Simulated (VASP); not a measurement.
Crystal: GeH3C.

```
Ge C H
1.0
     3.96000    0.00000    0.00000
    -1.98000    3.42946    0.00000
     0.00000    0.00000    8.70000
Ge C H
2 2 6
Direct
  0.33333 0.66667 0.54253
  0.66667 0.33333 0.45747
  0.33333 0.66667 0.77011
  0.66667 0.33333 0.22989
  0.63367 0.81684 0.81149
  0.18316 0.81684 0.81149
  0.18316 0.36633 0.81149
  0.36633 0.18316 0.18851
  0.81684 0.18316 0.18851
  0.81684 0.63367 0.18851
```

The cell comes from a database or a generator and needn't be the stable form of this composition.

| Quantity | Value |
| --- | --- |
| Program | VASP 6.6.1 |
| Task | relaxation of cell and atoms |
| Functional | PBEsol |
| Potentials or basis | VASP PAW PBE potentials, release 64 (Ge_d, C, H) |
| Cutoff | 600 eV |
| k mesh | 9 × 9 × 3 |
| Occupations | gaussian, width 0.05 eV |
| Spin | no spin polarisation |

At the start: pressure 2.3 GPa; volume 11.82 Å³/atom.

**Question.** Where does the relaxation end?

**Answer.** Over 14 steps the energy falls by 4.6 meV/atom and the volume is 12.36 Å³/atom (+4.6 %); space group P-3m1 (No. 164, to 0.05 Å).

The path:
```
step  energy change (eV)  largest force (eV/Å)  pressure (GPa)  volume (Å³)
   1              0.0000                0.4748            2.27       118.15
   2              0.0137                1.0019           -0.61       121.04
   3             -0.0238                0.1746            0.92       119.42
   4             -0.0370                0.1192            0.46       120.95
   5             -0.0417                0.1183           -0.11       122.98
   6             -0.0419                0.0912           -0.02       122.64
   7             -0.0442                0.0682            0.05       122.88
   8             -0.0452                0.0606            0.13       123.16
   9             -0.0460                0.0497           -0.04       123.53
  10             -0.0460                0.0514           -0.04       123.53
  11             -0.0463                0.0218           -0.03       123.67
  12             -0.0463                0.0193           -0.04       123.65
  13             -0.0463                0.0357            0.09       123.60
  14             -0.0464                0.0061           -0.01       123.63
```

Final structure:
```yaml
crystal:
  lattice:
    - [4.03475, 0.00000, 0.00000]
    - [-2.01738, 3.49420, 0.00000]
    - [0.00000, 0.00000, 8.76950]
  atoms:
    - { symbol: Ge, position: [0.33333, 0.66667, 0.54397] }
    - { symbol: Ge, position: [0.66667, 0.33333, 0.45603] }
    - { symbol: C, position: [0.33333, 0.66667, 0.76911] }
    - { symbol: C, position: [0.66667, 0.33333, 0.23089] }
    - { symbol: H, position: [0.62857, 0.81429, 0.81267] }
    - { symbol: H, position: [0.18571, 0.81429, 0.81267] }
    - { symbol: H, position: [0.18571, 0.37143, 0.81267] }
    - { symbol: H, position: [0.37143, 0.18571, 0.18733] }
    - { symbol: H, position: [0.81429, 0.18571, 0.18733] }
    - { symbol: H, position: [0.81429, 0.62857, 0.18733] }
```

Caveat: the PAW data sets were made with another functional, which shifts forces and pressure a little; this functional lacks dispersion, which binds the layers, so the pressure and a relaxed spacing across them are unreliable.
